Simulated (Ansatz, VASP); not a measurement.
# Cross-check of Zn2H73C38S8N7O24F8 between VASP and Ansatz, part 2 of 3

Aim: how closely do two programs agree when they are given the same cell, functional and k mesh? Of the first pair: The structure shown is the start of the Ansatz relaxation below; VASP solves that cell, so the two are compared at the walk's first step.

VASP 6.6.1 and Ansatz 0.2.0.

So far: Starting point; Ansatz: relaxation, PBEsol.

## Step 3: VASP: single point, PBEsol, start cell, pair 1

Level of this step: PBEsol; plane waves and PAW (C, O, H, N, S, F, Zn) (VASP).

The same cell, functional, mesh and smearing now go to VASP, with its own data sets.

Lines of VASP's logs that name or quote its potential files are left out, and so is its time.

File INCAR:

```
SYSTEM = Zn2H73C38S8N7O24F8
PREC = Accurate
ENCUT = 520
EDIFF = 1E-06
NELM = 120
ISMEAR = -1
SIGMA = 0.025
LREAL = Auto
ALGO = Normal
GGA = PS
NBANDS = 378
LORBIT = 11
LWAVE = .FALSE.
LCHARG = .FALSE.
ISIF = 2
LASPH = .TRUE.
GGA_COMPAT = .FALSE.
EFERMI = MIDGAP
```

File POSCAR:

```
Zn2H73C38S8N7O24F8
1.0
   12.5122500000      0.0000000000      0.0000000000
    0.0000000000     12.5122500000      0.0000000000
    0.0000000000      0.0000000000     12.5122500000
C O H N S F Zn
38 24 73 7 8 8 2
Direct
    0.5752282763      0.4281963676      0.1264201083
    0.4887290455      0.4866510819      0.0638734041
    0.5313272992      0.4997902056      0.9522428021
    0.6701032988      0.4751983057      0.0655677436
    0.7340566245      0.7214210074      0.8187496254
    0.8445883035      0.7154828268      0.8628823753
    0.8847809147      0.6194729165      0.7980019581
    0.7489700094      0.7000979041      0.7036624108
    0.4208675498      0.1016124198      0.6110971248
    0.3793002857      0.1611460768      0.5155427681
    0.2642770085      0.1849067913      0.5351315711
    0.3572818638      0.1616176147      0.6946392535
    0.3850386621      0.7132689964      0.3808187976
    0.4429179404      0.7595516394      0.4710184020
    0.4583508162      0.8742232612      0.4335910807
    0.4434534157      0.7631720914      0.2914503786
    0.0909188995      0.5173889588      0.9820615797
    0.0940917900      0.4527562988      0.0746788148
    0.1427880677      0.5358109053      0.1524186297
    0.1910207996      0.5870486923      0.9822533917
    0.7530220384      0.1424683810      0.7689184599
    0.7599112869      0.1210174029      0.8850766249
    0.8660392815      0.0588463306      0.8993905972
    0.8090311495      0.0423025435      0.7233231433
    0.5646066854      0.4083278387      0.5378569002
    0.5828368199      0.4119562828      0.6559891307
    0.7026633899      0.4270774641      0.6552138904
    0.6420667746      0.4916781554      0.4948670303
    0.4027013527      0.7906971168      0.9475274231
    0.4853483586      0.8653359707      0.9986693041
[... 124 atom lines left out ...]
    0.7256089033      0.8405282823      0.4824711782
    0.7615976343      0.6889728066      0.1233031629
    0.3169693700      0.5207696457      0.7041499331
    0.1110991229      0.5766588743      0.3958600571
    0.9512038203      0.9740694120      0.3692621231
    0.8641291534      0.5439069712      0.5626166357
```

File KPOINTS:

```
Automatic mesh
0
Gamma
1 1 1
0 0 0
```

Potentials, in the order of the species: C, O, H, N, S, F and Zn (PBE family, release 64).

The run is started by

```console
export OMP_NUM_THREADS=3
mpirun -np 1 vasp_gam
```

Numbers of over 12 decimals in the logs are rounded to 6 here.

Output:

```text
[banner, memory and clock lines left out]
running    1 mpi-ranks, on    1 nodes
[...]
Offloading initialized ...    1 GPUs detected
[...]
|                                                                             |
|               ----> ADVICE to this user running VASP <----                  |
|                                                                             |
|     You enforced a specific xc type in the INCAR file but a different       |
|     [... a line on the potential file left out ...]
|     I HOPE YOU KNOW WHAT YOU ARE DOING!                                     |
|                                                                             |

 LDA part: xc-table for (Slater+PW92), standard interpolation
 POSCAR, INCAR and KPOINTS ok, starting setup
[...]
entering main loop
       N       E                     dE             d eps       ncg     rms          rms(c)
DAV:   1     0.483999957526E+04    0.48400E+04   -0.28103E+05   756   0.134E+03
DAV:   2    -0.366951427141E+03   -0.52070E+04   -0.49063E+04   924   0.331E+02
DAV:   3    -0.982905376988E+03   -0.61595E+03   -0.60899E+03   910   0.128E+02
DAV:   4    -0.100333117021E+04   -0.20426E+02   -0.20290E+02   944   0.274E+01
[...]
DAV:  19    -0.907237129301E+03    0.95139E-05   -0.13506E-05   960   0.157E-02    0.555E-03
DAV:  20    -0.907237125704E+03    0.35971E-05   -0.75601E-06  1000   0.114E-02    0.542E-03
DAV:  21    -0.907237125533E+03    0.17086E-06   -0.47961E-06   872   0.565E-03
   1 F= -.90723713E+03 E0= -.90723713E+03  d E =0.000000E+00
```

Parts of OUTCAR (step 3):

```text
  FREE ENERGIE OF THE ION-ELECTRON SYSTEM (eV)
  ---------------------------------------------------
  free  energy   TOTEN  =      -907.2371255331 eV

  energy  without entropy=     -907.2371255331  energy(sigma->0) =     -907.23712553
```

The run ends at a pressure of 3.31 GPa, with forces up to 7.4 eV/Å.

## Step 4: Side by side

Known differences besides the potentials themselves: the cutoff is 420 eV in Ansatz and 520 eV in VASP (PREC = Accurate, projectors in real space); Ansatz makes its cores anew for this functional, VASP keeps those of its PBE data sets. Total energies have different zeros and are not compared.

Forces on 9 of the 160 atoms, those with the largest forces and the largest differences (eV/Å; atoms numbered as in POSCAR):

| atom | Ansatz x, y, z | VASP x, y, z |
| --- | --- | --- |
| C34 | -0.109, 1.013, -0.861 | 0.079, 0.754, -0.695 |
| O52 | 3.009, -0.186, 0.039 | 2.691, -0.171, -0.090 |
| N141 | 2.229, 0.284, 3.694 | 2.081, 0.328, 3.435 |
| S143 | 2.516, -1.152, -4.607 | 2.364, -1.358, -4.524 |
| S144 | 1.044, 2.962, 3.890 | 0.937, 2.749, 4.013 |
| S145 | -2.015, 1.191, 4.095 | -1.769, 1.429, 4.035 |
| S148 | 4.153, -5.186, -3.589 | 4.218, -5.049, -3.386 |
| S149 | 1.442, 0.080, 4.738 | 1.251, 0.163, 4.613 |
| S150 | -1.477, 2.512, -2.924 | -1.500, 2.558, -2.674 |

The forces differ by 74 meV/Å r.m.s., which is 6.4 % of the r.m.s. force of 1.153 eV/Å (both taken over all components).

## Step 5: Ansatz: relaxation, PBEsol

This run makes the geometry at which the two programs are then compared.

The structure compared here is the end of the Ansatz relaxation.

File input.yaml:

```yaml
crystal:
  lattice:
    - [12.51225, 0.0, 0.0]
    - [0.0, 12.51225, 0.0]
    - [0.0, 0.0, 12.51225]
  atoms:
    - { symbol: C, position: [0.57523, 0.4282, 0.12642] }
    - { symbol: C, position: [0.48873, 0.48665, 0.06387] }
    - { symbol: C, position: [0.53133, 0.49979, 0.95224] }
    - { symbol: O, position: [0.63643, 0.45858, 0.95168] }
    - { symbol: C, position: [0.6701, 0.4752, 0.06557] }
    - { symbol: H, position: [0.57069, 0.34062, 0.11915] }
    - { symbol: H, position: [0.57835, 0.43866, 0.21301] }
    - { symbol: H, position: [0.48132, 0.56126, 0.10424] }
    - { symbol: H, position: [0.40791, 0.44908, 0.05301] }
    - { symbol: H, position: [0.53198, 0.58627, 0.93051] }
    - { symbol: H, position: [0.48208, 0.45844, 0.8927] }
    - { symbol: H, position: [0.67687, 0.55624, 0.08691] }
    - { symbol: H, position: [0.739, 0.42697, 0.07756] }
    - { symbol: C, position: [0.73406, 0.72142, 0.81875] }
    - { symbol: C, position: [0.84459, 0.71548, 0.86288] }
    - { symbol: C, position: [0.88478, 0.61947, 0.798] }
    - { symbol: O, position: [0.83996, 0.62612, 0.6955] }
    - { symbol: C, position: [0.74897, 0.7001, 0.70366] }
    - { symbol: H, position: [0.68873, 0.79503, 0.82768] }
    - { symbol: H, position: [0.68576, 0.66541, 0.86066] }
    - { symbol: H, position: [0.83816, 0.70068, 0.94583] }
    - { symbol: H, position: [0.87876, 0.79043, 0.84385] }
    - { symbol: H, position: [0.86346, 0.54038, 0.83063] }
    - { symbol: H, position: [0.97392, 0.6221, 0.78393] }
    - { symbol: H, position: [0.67728, 0.6581, 0.68344] }
    - { symbol: H, position: [0.77345, 0.77565, 0.66238] }
    - { symbol: C, position: [0.42087, 0.10161, 0.6111] }
    - { symbol: C, position: [0.3793, 0.16115, 0.51554] }
    - { symbol: C, position: [0.26428, 0.18491, 0.53513] }
    - { symbol: O, position: [0.25569, 0.19094, 0.64765] }
    - { symbol: C, position: [0.35728, 0.16162, 0.69464] }
    - { symbol: H, position: [0.50616, 0.10256, 0.61554] }
    - { symbol: H, position: [0.39094, 0.01969, 0.60584] }
    - { symbol: H, position: [0.38947, 0.12307, 0.43654] }
    - { symbol: H, position: [0.42815, 0.23611, 0.51337] }
    - { symbol: H, position: [0.20854, 0.1194, 0.5057] }
    - { symbol: H, position: [0.24819, 0.25767, 0.49475] }
    - { symbol: H, position: [0.33749, 0.10854, 0.76555] }
    - { symbol: H, position: [0.39475, 0.22997, 0.7191] }
    - { symbol: C, position: [0.38504, 0.71327, 0.38082] }
    - { symbol: C, position: [0.44292, 0.75955, 0.47102] }
    - { symbol: C, position: [0.45835, 0.87422, 0.43359] }
    - { symbol: O, position: [0.48711, 0.86321, 0.32527] }
    - { symbol: C, position: [0.44345, 0.76317, 0.29145] }
    - { symbol: H, position: [0.30067, 0.73715, 0.38482] }
    - { symbol: H, position: [0.38821, 0.62366, 0.37747] }
    - { symbol: H, position: [0.51941, 0.72121, 0.47506] }
    - { symbol: H, position: [0.40761, 0.74916, 0.55488] }
    - { symbol: H, position: [0.52113, 0.91096, 0.47616] }
    - { symbol: H, position: [0.38324, 0.92291, 0.43626] }
    - { symbol: H, position: [0.51873, 0.71631, 0.27198] }
    - { symbol: H, position: [0.39874, 0.77234, 0.21571] }
    - { symbol: C, position: [0.09092, 0.51739, 0.98206] }
    - { symbol: C, position: [0.09409, 0.45276, 0.07468] }
    - { symbol: C, position: [0.14279, 0.53581, 0.15242] }
    - { symbol: O, position: [0.20738, 0.60579, 0.08923] }
    - { symbol: C, position: [0.19102, 0.58705, 0.98225] }
    - { symbol: H, position: [0.0153, 0.56225, 0.98359] }
    - { symbol: H, position: [0.08318, 0.46626, 0.91228] }
    - { symbol: H, position: [0.15738, 0.39345, 0.05425] }
    - { symbol: H, position: [0.01986, 0.41794, 0.0958] }
    - { symbol: H, position: [0.1891, 0.49442, 0.21545] }
    - { symbol: H, position: [0.08784, 0.58349, 0.19144] }
    - { symbol: H, position: [0.25778, 0.5466, 0.94532] }
    - { symbol: H, position: [0.18129, 0.65678, 0.92884] }
    - { symbol: C, position: [0.75302, 0.14247, 0.76892] }
    - { symbol: C, position: [0.75991, 0.12102, 0.88508] }
    - { symbol: C, position: [0.86604, 0.05885, 0.89939] }
    - { symbol: O, position: [0.88969, 0.00885, 0.79922] }
    - { symbol: C, position: [0.80903, 0.0423, 0.72332] }
    - { symbol: H, position: [0.79407, 0.21752, 0.7522] }
    - { symbol: H, position: [0.67186, 0.14556, 0.74699] }
    - { symbol: H, position: [0.69708, 0.07139, 0.9027] }
    - { symbol: H, position: [0.75474, 0.19068, 0.93262] }
    - { symbol: H, position: [0.87367, 0.0038, 0.96884] }
    - { symbol: H, position: [0.91991, 0.12183, 0.90707] }
    - { symbol: H, position: [0.75221, 0.97986, 0.70911] }
    - { symbol: H, position: [0.83897, 0.05535, 0.64275] }
    - { symbol: C, position: [0.56461, 0.40833, 0.53786] }
    - { symbol: C, position: [0.58284, 0.41196, 0.65599] }
    - { symbol: C, position: [0.70266, 0.42708, 0.65521] }
    - { symbol: O, position: [0.73526, 0.48154, 0.56064] }
    - { symbol: C, position: [0.64207, 0.49168, 0.49487] }
    - { symbol: H, position: [0.48406, 0.4215, 0.50955] }
    - { symbol: H, position: [0.59292, 0.33177, 0.49963] }
    - { symbol: H, position: [0.55725, 0.34427, 0.70647] }
    - { symbol: H, position: [0.55012, 0.48201, 0.69868] }
    - { symbol: H, position: [0.7433, 0.35135, 0.64717] }
    - { symbol: H, position: [0.73501, 0.47184, 0.72126] }
    - { symbol: H, position: [0.67431, 0.47523, 0.41643] }
    - { symbol: H, position: [0.6136, 0.57343, 0.49518] }
    - { symbol: C, position: [0.4027, 0.7907, 0.94753] }
    - { symbol: C, position: [0.48535, 0.86534, 0.99867] }
    - { symbol: C, position: [0.43279, 0.97554, 0.00377] }
    - { symbol: O, position: [0.33065, 0.95602, 0.95083] }
    - { symbol: C, position: [0.35052, 0.8724, 0.88278] }
    - { symbol: H, position: [0.34541, 0.76172, 0.00691] }
    - { symbol: H, position: [0.43005, 0.71975, 0.90525] }
    - { symbol: H, position: [0.5492, 0.88244, 0.94085] }
    - { symbol: H, position: [0.52221, 0.84034, 0.07422] }
    - { symbol: H, position: [0.47873, 0.03322, 0.95489] }
    - { symbol: H, position: [0.41404, 0.9937, 0.08836] }
    - { symbol: H, position: [0.39402, 0.89319, 0.80918] }
    - { symbol: H, position: [0.27544, 0.84092, 0.85489] }
    - { symbol: "N", position: [0.66028, 0.03117, 0.28766] }
    - { symbol: S, position: [0.74751, 0.00638, 0.20652] }
    - { symbol: O, position: [0.70529, 0.96017, 0.1089] }
    - { symbol: O, position: [0.84997, 0.9611, 0.24633] }
    - { symbol: F, position: [0.7791, 0.1261, 0.16995] }
    - { symbol: S, position: [0.71382, 0.08177, 0.38785] }
    - { symbol: O, position: [0.81509, 0.03633, 0.42637] }
    - { symbol: O, position: [0.6441, 0.11916, 0.47219] }
    - { symbol: F, position: [0.75778, 0.1947, 0.34834] }
    - { symbol: "N", position: [0.93677, 0.32393, 0.29326] }
    - { symbol: S, position: [0.95914, 0.35545, 0.40778] }
    - { symbol: O, position: [0.89991, 0.44731, 0.44536] }
    - { symbol: O, position: [0.06138, 0.3464, 0.4522] }
    - { symbol: F, position: [0.8981, 0.26704, 0.47546] }
    - { symbol: S, position: [0.01229, 0.22495, 0.2642] }
    - { symbol: O, position: [0.99336, 0.12554, 0.3222] }
    - { symbol: O, position: [0.12455, 0.245, 0.23876] }
    - { symbol: F, position: [0.96035, 0.19954, 0.15012] }
    - { symbol: "N", position: [0.74884, 0.75942, 0.30299] }
    - { symbol: S, position: [0.8032, 0.76572, 0.41566] }
    - { symbol: O, position: [0.89414, 0.83897, 0.41381] }
    - { symbol: O, position: [0.81145, 0.66808, 0.47808] }
    - { symbol: F, position: [0.72561, 0.84053, 0.48247] }
    - { symbol: S, position: [0.82144, 0.68954, 0.23221] }
    - { symbol: O, position: [0.8281, 0.57387, 0.26039] }
    - { symbol: O, position: [0.91975, 0.7306, 0.18476] }
    - { symbol: F, position: [0.7616, 0.68897, 0.1233] }
    - { symbol: "N", position: [0.20494, 0.56164, 0.5614] }
    - { symbol: S, position: [0.21111, 0.58455, 0.68103] }
    - { symbol: O, position: [0.14115, 0.52289, 0.75155] }
    - { symbol: O, position: [0.24087, 0.69439, 0.70827] }
    - { symbol: F, position: [0.31697, 0.52077, 0.70415] }
    - { symbol: S, position: [0.11412, 0.62951, 0.51128] }
    - { symbol: O, position: [0.14186, 0.74158, 0.49046] }
    - { symbol: O, position: [0.00341, 0.61074, 0.54712] }
    - { symbol: F, position: [0.1111, 0.57666, 0.39586] }
    - { symbol: C, position: [0.04601, 0.28737, 0.742] }
    - { symbol: C, position: [0.9728, 0.36284, 0.69268] }
    - { symbol: "N", position: [0.92387, 0.43041, 0.6501] }
    - { symbol: H, position: [0.00959, 0.25717, 0.81491] }
    - { symbol: H, position: [0.0724, 0.2246, 0.68758] }
    - { symbol: H, position: [0.1146, 0.33626, 0.76821] }
    - { symbol: C, position: [0.11108, 0.9399, 0.68646] }
    - { symbol: C, position: [0.05938, 0.97156, 0.58621] }
    - { symbol: "N", position: [0.01306, 0.98319, 0.50511] }
    - { symbol: H, position: [0.18933, 0.90064, 0.66798] }
    - { symbol: H, position: [0.12037, 0.00725, 0.74426] }
    - { symbol: H, position: [0.06005, 0.89172, 0.73898] }
    - { symbol: C, position: [0.12139, 0.85249, 0.09206] }
    - { symbol: C, position: [0.08612, 0.87395, 0.2023] }
    - { symbol: "N", position: [0.05688, 0.90518, 0.28627] }
    - { symbol: H, position: [0.20267, 0.81779, 0.09776] }
    - { symbol: H, position: [0.06975, 0.7943, 0.05282] }
    - { symbol: H, position: [0.12385, 0.92395, 0.04293] }
    - { symbol: Zn, position: [0.9512, 0.97407, 0.36926] }
    - { symbol: Zn, position: [0.86413, 0.54391, 0.56262] }
kpoints:
  mp_grid: { grid: [1, 1, 1] }
hamiltonian:
  xc: pbesol
scf:
  occupations: { method: fermi_dirac, width: 0.025 }
output:
  forces: true
relax:
  f_tol: 0.03
  max_steps: 200
```

The run is started by

```console
ansatz run input.yaml --threads 4 --pin off --max-ram 8192MiB --backend cpu --events-out ev --progress --plain --runs-dir out
```

Output:

```text
[...]
Crystal: 160 atoms, lattice volume = 1958.873 Å³
Basis set: ecut = 420 eV, 38401 PW (Γ), exchange–correlation on 180×180×180 points (8 copies of the dense FFT grid, shifted against one another)
Bands: 426, of which v1, the nominal top of the filled ones, is band 266 counted from 1 (265 counted from 0)
Symmetry: 1 space group operations
[...]
k-points: 1
[...]
- { symbol: C, position: [0.057526, 0.952575, 0.584246] }
    - { symbol: N, position: [0.024558, 0.958622, 0.498173] }
[...]
- { symbol: H, position: [0.035350, 0.973830, 0.747594] }
    - { symbol: C, position: [0.128899, 0.801888, 0.088006] }
    - { symbol: C, position: [0.089466, 0.858708, 0.178608] }
    - { symbol: N, position: [0.052967, 0.904364, 0.250269] }
    - { symbol: H, position: [0.174660, 0.730729, 0.114857] }
    - { symbol: H, position: [0.059615, 0.774893, 0.040731] }
    - { symbol: H, position: [0.180357, 0.854416, 0.038269] }
    - { symbol: Zn, position: [0.952126, 0.961972, 0.356410] }
    - { symbol: Zn, position: [0.904994, 0.550273, 0.584137] }
```

[end of part 2 of 3]

[Lines on the potential files, build, host, timing and source positions are cut from VASP's logs without a mark.]

[Logs are printed without paths, hosts, clocks, repeated set-up lines and the standing remarks that a program may print on its own settings, such as how far it seeks lower states.]

[Hosts, paths, dates, database ids (printed as entryN), source tags and the programs' standing remarks are cut or masked in the printed files.]
